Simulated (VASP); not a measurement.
**ZrAl3B3N: relaxation of cell and atoms with PBE**

Crystal: ZrAl3B3N.

```
CELL_PARAMETERS angstrom
2.90621 0.00000 0.00000
0.00000 2.90621 0.00000
0.00000 0.00000 9.31779
ATOMIC_POSITIONS crystal
Zr 0.00000 0.00000 0.00000
Al 0.50000 0.50000 0.26817
Al 0.00000 0.00000 0.50000
Al 0.50000 0.50000 0.73183
B 0.00000 0.00000 0.27111
B 0.50000 0.50000 0.50000
B 0.00000 0.00000 0.72889
N 0.50000 0.50000 0.00000
```

The cell was built by a generator and needn't be a form met in nature.

```json
{
  "Program": "VASP 6.6.1",
  "Task": "relaxation of cell and atoms",
  "Functional": "PBE",
  "Potentials or basis": "VASP PAW PBE potentials, release 64 (Zr_sv, Al, B, N)",
  "Cutoff": "520 eV",
  "k mesh": "5 × 5 × 2",
  "Occupations": "gaussian, width 0.15 eV",
  "Spin": "no spin polarisation",
  "Further INCAR settings": "PREC = Normal; ALGO = Fast; EDIFF = 0.0001; IBRION = 2; EDIFFG = -0.08; NSW = 24; ISIF = 3"
}
```

The relaxed volume is 11.84 Å³/atom and the relaxed cell is a = 3.244 Å, b = 3.244 Å, c = 8.998 Å, α = 90.00°, β = 90.00°, γ = 90.00°. The space group after relaxing (to 0.05 Å) is P4/mmm (No. 123) and the energy gained by relaxing is 400.8 meV/atom. The ionic steps are 21. The pressure after relaxing is 0.0 GPa, the largest force after relaxing is 0.064 eV/Å and the band gap on the k mesh is none (metal or under the smearing width).

Forces in eV/Å, atoms in the order of the input:
```
Zr   0.000  0.000  0.000
Al   0.000  0.000  0.063
Al   0.000  0.000  0.000
Al   0.000  0.000 -0.063
B    0.000  0.000  0.064
B    0.000  0.000  0.000
B    0.000  0.000 -0.064
N    0.000  0.000  0.000
```

Step by step:
```csv
step,energy change (eV),largest force (eV/Å),pressure (GPa),volume (Å³)
1,0.0000,1.4639,51.25,78.70
2,0.1056,0.3609,-21.38,119.60
3,-2.2376,0.9077,3.52,94.82
4,-2.9486,0.5401,-3.91,98.68
5,-2.9645,0.5815,-1.94,97.30
6,-2.9650,0.5977,-1.28,96.90
7,-3.0293,0.4081,-0.33,95.83
8,-3.0554,0.6362,1.44,94.21
9,-3.0581,0.5812,1.03,94.59
10,-3.0941,0.4528,-0.21,95.14
11,-3.1182,0.3539,-1.89,96.00
12,-3.1484,0.3232,-0.23,94.85
13,-3.1577,0.2969,1.80,93.65
14,-3.1787,0.2215,1.52,93.83
15,-3.1849,0.3102,1.22,94.32
16,-3.1936,0.1178,1.19,94.07
17,-3.1944,0.1357,1.17,94.13
18,-3.2041,0.0904,-0.72,95.20
19,-3.2043,0.0909,-0.52,95.12
20,-3.2042,0.0954,-0.63,95.08
21,-3.2067,0.0639,-0.04,94.70
```

Final structure:
```
Zr Al B N
1.0
     3.24427    0.00000    0.00000
     0.00000    3.24427    0.00000
     0.00000    0.00000    8.99761
Zr Al B N
1 3 3 1
Cartesian
  0.0000 0.0000 0.0000
  1.6221 1.6221 2.1151
  0.0000 0.0000 4.4988
  1.6221 1.6221 6.8825
  0.0000 0.0000 2.3633
  1.6221 1.6221 4.4988
  0.0000 0.0000 6.6343
  1.6221 1.6221 0.0000
```

Levels at points of the mesh, in eV from the Fermi level:
```csv
k point,band 14,band 15,band 16,band 17,band 18,band 19,band 20,band 21
"(0.00, 0.00, 0.00)",-1.37,-0.60,-0.60,-0.55,-0.55,2.07,2.10,2.30
"(0.00, 0.00, 0.50)",-1.06,-1.06,0.38,0.58,0.58,0.87,0.87,1.66
```

Run time: 72 s on 2 MPI ranks on Intel(R) Xeon(R) Platinum 8488C (Sapphire Rapids) (shared host), peak memory 0.16 GiB a rank.

Caveat: the k mesh is coarse (spacing up to 0.43 Å⁻¹), so the values aren't converged; the volume moved by over 15 % at a fixed basis, so the end points are rough.
